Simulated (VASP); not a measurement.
Given:

```xyz
1
Lattice="0.0000 1.7889 1.7889 1.7889 0.0000 1.7889 1.7889 1.7889 0.0000" Properties=species:S:1:pos:R:3 pbc="T T T"
Cu     0.0000     0.0000     0.0000
```

Method: PBE GGA with D4 dispersion, VASP's PBE PAW potentials (set 64) (plane waves; VASP 6.6.1). Settings: 520 eV cut-off, Gaussian smearing of 0.050 eV, potentials Cu.

### Question
Give the energies of bands 1 to 7 at the high-symmetry points, in eV from the Fermi level.

### Answer

| band | Γ | X | U | L | W |
|---|---|---|---|---|---|
| 1 | -9.63 | -5.11 | -4.51 | -5.30 | -4.34 |
| 2 | -3.17 | -4.63 | -4.26 | -3.21 | -3.71 |
| 3 | -3.17 | -1.73 | -2.90 | -3.21 | -3.71 |
| 4 | -3.17 | -1.56 | -2.17 | -1.71 | -2.35 |
| 5 | -2.31 | -1.56 | -1.77 | -1.71 | -1.56 |
| 6 | -2.31 | 1.43 | 4.36 | -1.14 | 6.28 |
| 7 | 22.80 | 7.29 | 5.80 | 3.87 | 6.28 |

It has no gap at this level: it comes out as a metal or semimetal.

The compound is Cu in the fcc structure. It was relaxed first.
